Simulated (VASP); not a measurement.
A VASP calculation is set up with these files.

KPOINTS:
```
Automatic mesh
0
Gamma
7 7 7
0 0 0
```

**INCAR**
```
SYSTEM = CoSi
PREC = Accurate
ENCUT = 500
EDIFF = 1E-6
NELM = 100
ALGO = Normal
LREAL = .FALSE.
LASPH = .TRUE.
ISMEAR = 1
SIGMA = 0.1
LMAXMIX = 4
LWAVE = .FALSE.
LCHARG = .FALSE.
IBRION = 2
ISIF = 3
NSW = 40
EDIFFG = -0.02
PSTRESS = 450
```

**POSCAR**
```
CoSi
1.0
  4.1670810151   0.0000000000   0.0000000000
  0.0000000000   4.1670810151   0.0000000000
  0.0000000000   0.0000000000   4.1670810151
Co Si
4 4
direct
  0.8514850044   0.6485149956   0.3514850044
  0.3514850044   0.8514850044   0.6485149956
  0.1485149956   0.1485149956   0.1485149956
  0.6485149956   0.3514850044   0.8514850044
  0.1555219221   0.3444780779   0.6555219221
  0.6555219221   0.1555219221   0.3444780779
  0.8444780779   0.8444780779   0.8444780779
  0.3444780779   0.6555219221   0.1555219221
```

POTCAR, in this order: Co Si (LDA.64 set). Program: vasp_std.

Question: Write an equivalent input for Quantum ESPRESSO's pw.x.

Answer: One equivalent input (not run):
```
&CONTROL
  calculation = 'vc-relax'
  pseudo_dir = './pseudo'
  outdir = './out'
  tprnfor = .true.
  tstress = .true.
  nstep = 40
  forc_conv_thr = 0.00078
/
&SYSTEM
  ibrav = 0
  nat = 8
  ntyp = 2
  ecutwfc = 96
  occupations = 'smearing'
  smearing = 'methfessel-paxton'
  degauss = 0.00735
  input_dft = 'pz'
/
&ELECTRONS
  conv_thr = 7.3e-08
  electron_maxstep = 100
/
&IONS
/
&CELL
  press = 450
/
ATOMIC_SPECIES
  Co 58.933 Co.upf
  Si 28.085 Si.upf
CELL_PARAMETERS angstrom
     4.1670810   -0.0000000    0.0000000
     0.0000000    4.1670810   -0.0000000
     0.0000000    0.0000000    4.1670810
ATOMIC_POSITIONS crystal
  Co   0.8514850  0.6485150  0.3514850
  Co   0.3514850  0.8514850  0.6485150
  Co   0.1485150  0.1485150  0.1485150
  Co   0.6485150  0.3514850  0.8514850
  Si   0.1555219  0.3444781  0.6555219
  Si   0.6555219  0.1555219  0.3444781
  Si   0.8444781  0.8444781  0.8444781
  Si   0.3444781  0.6555219  0.1555219
K_POINTS automatic
  7 7 7 0 0 0
```
What does not carry over: the potentials are each code's own (VASP's PAW set, PseudoDojo norm-conserving files in pw.x), so ENCUT and ecutwfc are chosen apart and not converted; conv_thr bounds pw.x's estimated SCF error, while EDIFF bounds the energy change between steps; forc_conv_thr acts on force components and is met together with etot_conv_thr.

The compound is CoSi in the B20 structure. It was relaxed first under an external pressure of 45 GPa.
